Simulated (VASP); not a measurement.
Calculation: PBE GGA, VASP's PBE PAW potentials (set 64) (plane waves; VASP 6.6.1).

VASP ran on this input.

POSCAR:
```
CdS
5.9367320
  0.0000000000   0.5000000207   0.5000000207
  0.5000000207   0.0000000000   0.5000000207
  0.5000000207   0.5000000207   0.0000000000
Cd S
1 1
Cart
  0.0000000000   0.0000000000   0.0000000000
  0.2500000103   0.2500000103   0.2500000103
```

**INCAR**
```
! general
SYSTEM =CdS
PREC   =Accurate
ENCUT  =520
LREAL  =.FALSE.
LASPH  =.TRUE.

! electronic loop
EDIFF  =1E-6
NELM   =100
ALGO   =Normal
LMAXMIX=4

! smearing
ISMEAR =0
SIGMA  =0.05

! functional
GGA    =PE

! output
LWAVE  =.TRUE.
LCHARG =.FALSE.
```

KPOINTS:
```
Automatic
0
gamma
  6 6 6
```

POTCAR, in this order: Cd S (PBE.64 set). Program: vasp_std.

The run wrote:

OSZICAR:
```
       N       E                     dE             d eps       ncg     rms          rms(c)
DAV:   1     0.113037601474E+03    0.11304E+03   -0.90500E+03   416   0.125E+03
DAV:   2    -0.160277356235E+01   -0.11464E+03   -0.10956E+03   466   0.296E+02
DAV:   3    -0.666327343234E+01   -0.50605E+01   -0.50464E+01   491   0.654E+01
DAV:   4    -0.670035423274E+01   -0.37081E-01   -0.37072E-01   461   0.561E+00
DAV:   5    -0.670093710713E+01   -0.58287E-03   -0.58287E-03   501   0.684E-01    0.750E+00
DAV:   6    -0.616235324740E+01    0.53858E+00   -0.10761E+00   570   0.138E+01    0.601E+00
DAV:   7    -0.614511533687E+01    0.17238E-01   -0.20364E-01   421   0.360E+00    0.306E+00
DAV:   8    -0.614531147597E+01   -0.19614E-03   -0.19224E-02   456   0.207E+00    0.273E-01
DAV:   9    -0.614512591369E+01    0.18556E-03   -0.26456E-03   471   0.830E-01    0.718E-02
DAV:  10    -0.614529941715E+01   -0.17350E-03   -0.30487E-04   436   0.174E-01    0.829E-02
DAV:  11    -0.614538859424E+01   -0.89177E-04   -0.13629E-04   434   0.125E-01    0.165E-02
DAV:  12    -0.614537646963E+01    0.12125E-04   -0.46492E-05   527   0.978E-02    0.828E-03
DAV:  13    -0.614537777100E+01   -0.13014E-05   -0.50715E-06   426   0.162E-02    0.648E-03
DAV:  14    -0.614537763773E+01    0.13327E-06   -0.13299E-07   268   0.286E-03
   1 F= -.61453776E+01 E0= -.61453776E+01  d E =-.168004E-16
```

File OUTCAR:
```
------------------------ aborting loop because EDIFF is reached ----------------------------------------
  FORCE on cell =-STRESS in cart. coord.  units (eV):
  Direction    XX          YY          ZZ          XY          YZ          ZX
  --------------------------------------------------------------------------------------
  Total        0.0077874      0.0077874      0.0077874     -0.0000000     -0.0000000     -0.0000000
  in kB        0.2385174      0.2385174      0.2385174     -0.0000000     -0.0000000     -0.0000000
  external PRESSURE =       0.2385174 kB  Pullay stress =       0.0000000 kB
  volume of cell :       52.31
      direct lattice vectors                 reciprocal lattice vectors
     0.000000000  2.968366123  2.968366123    -0.168442833  0.168442833  0.168442833
     2.968366123  0.000000000  2.968366123     0.168442833 -0.168442833  0.168442833
     2.968366123  2.968366123  0.000000000     0.168442833  0.168442833 -0.168442833
  FREE ENERGIE OF THE ION-ELECTRON SYSTEM (eV)
  ---------------------------------------------------
  free  energy   TOTEN  =        -6.1453776377 eV

  energy  without entropy=       -6.1453776377  energy(sigma->0) =       -6.14537764
```
(Selected blocks of OUTCAR.)

### OUTCAR
```
 val. band max:        0.8787313620   @ k =   0.0000   0.0000   0.0000

 cond. band min:       1.9094694150   @ k =   0.0000   0.0000   0.0000


 Fermi energy:         1.1561315402

 k-point     1 :       0.0000    0.0000    0.0000
  band No.  band energies     occupation
      1     -11.1807      2.00000
      2      -6.6764      2.00000
      3      -6.6763      2.00000
      4      -6.6763      2.00000
      5      -6.2657      2.00000
      6      -6.2657      2.00000
      7       0.8787      2.00000
      8       0.8787      2.00000
      9       0.8787      2.00000
     10       1.9095      0.00000
     11       7.4276      0.00000
     12       7.4276      0.00000
     13       7.4276      0.00000

 k-point     2 :       0.1667    0.0000    0.0000
  band No.  band energies     occupation
      1     -11.0864      2.00000
      2      -6.6437      2.00000
      3      -6.6437      2.00000
      4      -6.5817      2.00000
      5      -6.2661      2.00000
      6      -6.2661      2.00000
      7      -0.5740      2.00000
      8       0.6939      2.00000
      9       0.6939      2.00000
     10       3.0675      0.00000
     11       7.0645      0.00000
     12       7.7244      0.00000
     13       7.7244      0.00000

 k-point     3 :       0.3333    0.0000    0.0000
  band No.  band energies     occupation
      1     -10.8972      2.00000
      2      -6.5904      2.00000
      3      -6.5904      2.00000
      4      -6.2511      2.00000
      5      -6.2511      2.00000
      6      -6.2494      2.00000
      7      -2.3313      2.00000
      8       0.3568      2.00000
      9       0.3568      2.00000
     10       3.7553      0.00000
     11       7.5050      0.00000
     12       7.9465      0.00000
     13       7.9465      0.00000

 k-point     4 :       0.5000    0.0000    0.0000
  band No.  band energies     occupation
      1     -10.8032      2.00000
      2      -6.5720      2.00000
      3      -6.5720      2.00000
...
```

The compound is CdS in the zinc blende structure, a metastable form; wurtzite is the usual one. It was relaxed first, which changed the volume by +6 %.
